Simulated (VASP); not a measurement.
SiGe3:

```
Si Ge
1.0
     3.31059    0.00000    0.00000
     0.00000    3.31059    0.00000
     0.00000    0.00000    8.38835
Si Ge
1 3
Direct
  0.00000 0.00000 0.00000
  0.50000 0.50000 0.76619
  0.00000 0.00000 0.50000
  0.50000 0.50000 0.23381
```

The cell was built by a generator and needn't be a form met in nature.

| Quantity | Value |
| --- | --- |
| Program | VASP 6.6.1 |
| Task | relaxation of cell and atoms |
| Functional | PBE |
| Potentials or basis | VASP PAW PBE potentials, release 64 (Si, Ge_d) |
| Cutoff | 520 eV |
| k mesh | 6 × 6 × 3 |
| Occupations | gaussian, width 0.15 eV |
| Spin | no spin polarisation |

At the start: pressure -10.2 GPa; volume 22.98 Å³/atom.

Problem. Where does the relaxation end?

Solution. Over 12 steps the energy falls by 196.3 meV/atom and the volume is 18.52 Å³/atom (-19.4 %); space group P4/mmm (No. 123, to 0.05 Å).

The path:
| step | energy change (eV) | largest force (eV/Å) | pressure (GPa) | volume (Å³) |
| --- | --- | --- | --- | --- |
| 1 | 0.0000 | 0.4399 | -10.16 | 91.94 |
| 2 | -0.7240 | 0.2052 | 0.15 | 73.85 |
| 3 | -0.7269 | 0.1456 | 1.79 | 73.46 |
| 4 | -0.7417 | 0.1279 | -2.53 | 75.66 |
| 5 | -0.7413 | 0.2137 | -2.91 | 74.86 |
| 6 | -0.7575 | 0.1149 | -1.37 | 74.82 |
| 7 | -0.7690 | 0.0412 | -1.55 | 74.73 |
| 8 | -0.7839 | 0.1312 | -0.35 | 74.45 |
| 9 | -0.7824 | 0.0077 | -1.14 | 74.53 |
| 10 | -0.7838 | 0.1201 | -0.31 | 74.47 |
| 11 | -0.7837 | 0.0671 | -0.66 | 74.48 |
| 12 | -0.7852 | 0.0391 | -0.27 | 74.06 |

Final structure:
```
CELL_PARAMETERS angstrom
3.22401 0.00000 0.00000
0.00000 3.22401 0.00000
0.00000 0.00000 7.12554
ATOMIC_POSITIONS crystal
Si 0.00000 0.00000 0.00000
Ge 0.50000 0.50000 0.77323
Ge 0.00000 0.00000 0.50000
Ge 0.50000 0.50000 0.22677
```

Caveat: the volume moved by over 15 % at a fixed basis, so the end points are rough.
